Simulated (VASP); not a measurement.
Computed with PBE GGA, VASP's PBE PAW potentials (set 64) (plane waves; VASP).

VASP ran on this input.

File KPOINTS:
```
Automatic
0
Gamma
  10 10 3
0 0 0
```

### INCAR
```
NSW = 30
EDIFFG = -0.01
ENCUT = 520
GGA = PE   # PBE
LREAL = .False.   # projection in real space or not
LWAVE = .False.
ALGO = Normal   # blocked Davidson
IBRION = 2   # conjugate gradients
SIGMA = 0.05   # width (eV)
EDIFF = 1E-7
LCHARG = .False.
SYSTEM = C
PREC = Accurate
NELM = 100   # most electronic steps
LASPH = .True.   # aspherical one-centre terms
ISMEAR = 0   # Gaussian
ISIF = 4   # ions and shape, fixed volume
```

POSCAR:
```
C
1.0
  1.2336704860  -2.1367794642   0.0000000000
  1.2336704860   2.1367794642   0.0000000000
  0.0000000000   0.0000000000   7.9271403560
C
4
Direct
  1.0000000000   0.0000000000   0.2500000000
  0.0000000000   1.0000000000   0.7500000000
  0.3333330000   0.6666670000   0.2500000000
  0.6666670000   0.3333330000   0.7500000000
```

POTCAR, in this order: C (PBE.64 set). Program: vasp_std.

Output

File OUTCAR:
```
 ion  position               nearest neighbor table
   1  0.000  0.000  0.250-   3 1.42   3 1.42   3 1.42
   2  0.000  0.000  0.750-   4 1.42   4 1.42   4 1.42
   3  0.333  0.667  0.250-   1 1.42   1 1.42   1 1.42
   4  0.667  0.333  0.750-   2 1.42   2 1.42   2 1.42
  LATTYP: Found a hexagonal cell.
 ALAT       =     2.4673405413
 C/A-ratio  =     3.2128278295
 Subroutine PRICEL returns:
 Original cell was already a primitive cell.
 Subroutine GETGRP returns: Found 24 space group operations
The static configuration has the point symmetry D_3d.
 The point group associated with its full space group is D_6h.
The dynamic configuration has the point symmetry D_3d.
 Subroutine INISYM returns: Found 24 space group operations
 Subroutine IBZKPT returns following result:
 Found     28 irreducible k-points:

 Following reciprocal coordinates:
            Coordinates               Weight
  0.000000  0.000000  0.000000      1.000000
  0.100000  0.000000  0.000000      6.000000
  0.200000  0.000000  0.000000      6.000000
  0.300000  0.000000  0.000000      6.000000
  0.400000  0.000000  0.000000      6.000000
...
```

**OSZICAR**
```
       N       E                     dE             d eps       ncg     rms          rms(c)
DAV:   1     0.527457615316E+02    0.52746E+02   -0.80604E+03   680   0.120E+03
DAV:   2    -0.350971915917E+02   -0.87843E+02   -0.80717E+02   972   0.231E+02
DAV:   3    -0.393054975395E+02   -0.42083E+01   -0.41750E+01   848   0.521E+01
DAV:   4    -0.393654089938E+02   -0.59911E-01   -0.59827E-01   848   0.713E+00
DAV:   5    -0.393667454826E+02   -0.13365E-02   -0.13362E-02   836   0.107E+00    0.890E+00
DAV:   6    -0.375226859573E+02    0.18441E+01   -0.17683E+00   792   0.922E+00    0.522E+00
DAV:   7    -0.369001285539E+02    0.62256E+00   -0.21354E+00   772   0.101E+01    0.141E+00
DAV:   8    -0.369115852822E+02   -0.11457E-01   -0.65935E-02   748   0.179E+00    0.126E-01
DAV:   9    -0.369115347523E+02    0.50530E-04   -0.13656E-03   840   0.297E-01    0.745E-02
DAV:  10    -0.369119200120E+02   -0.38526E-03   -0.52615E-04   800   0.188E-01    0.330E-02
DAV:  11    -0.369119212310E+02   -0.12190E-05   -0.83226E-06   916   0.233E-02    0.367E-03
DAV:  12    -0.369119230837E+02   -0.18527E-05   -0.14065E-06   824   0.112E-02    0.348E-03
DAV:  13    -0.369119229495E+02    0.13425E-06   -0.12490E-07   772   0.318E-03    0.526E-04
DAV:  14    -0.369119229038E+02    0.45684E-07   -0.12682E-08   572   0.105E-03
   1 F= -.36911923E+02 E0= -.36911923E+02  d E =-.369119E+02
```

OUTCAR:
```
------------------------ aborting loop because EDIFF is reached ----------------------------------------
  FORCE on cell =-STRESS in cart. coord.  units (eV):
  Direction    XX          YY          ZZ          XY          YZ          ZX
  --------------------------------------------------------------------------------------
  Total        0.0369491      0.0369490      0.0768619     -0.0000000      0.0000000      0.0000000
  in kB        1.4164740      1.4164733      2.9465680     -0.0000000      0.0000000      0.0000000
  external PRESSURE =       1.9265051 kB  Pullay stress =       0.0000000 kB
  volume of cell :       41.79
      direct lattice vectors                 reciprocal lattice vectors
     1.233670486 -2.136779464  0.000000000     0.405294611 -0.233997007  0.000000000
     1.233670486  2.136779464  0.000000000     0.405294611  0.233997007  0.000000000
     0.000000000  0.000000000  7.927140356     0.000000000  0.000000000  0.126148895
 POSITION                                       TOTAL-FORCE (eV/Angst)
 -----------------------------------------------------------------------------------
      0.00000      0.00000      1.98179         0.000000     -0.000000      0.000000
      0.00000      0.00000      5.94536        -0.000000     -0.000000     -0.000000
      1.23367      0.71226      1.98179         0.000000      0.000000      0.000000
      1.23367     -0.71226      5.94536        -0.000000     -0.000000      0.000000
 -----------------------------------------------------------------------------------
    total drift:                                0.000000     -0.000000      0.000000
  FREE ENERGIE OF THE ION-ELECTRON SYSTEM (eV)
  ---------------------------------------------------
  free  energy   TOTEN  =       -36.9119229038 eV

  energy  without entropy=      -36.9119229038  energy(sigma->0) =      -36.91192290

 reached required accuracy - stopping structural energy minimisation
```
(Selected blocks of OUTCAR.)

Without a dispersion term in the relaxation, distances and binding between the weakly bound layers, chains or molecules are unreliable, and so is what depends on them.

The compound is C in the graphite structure. It was relaxed first, which changed the volume by +19 %.
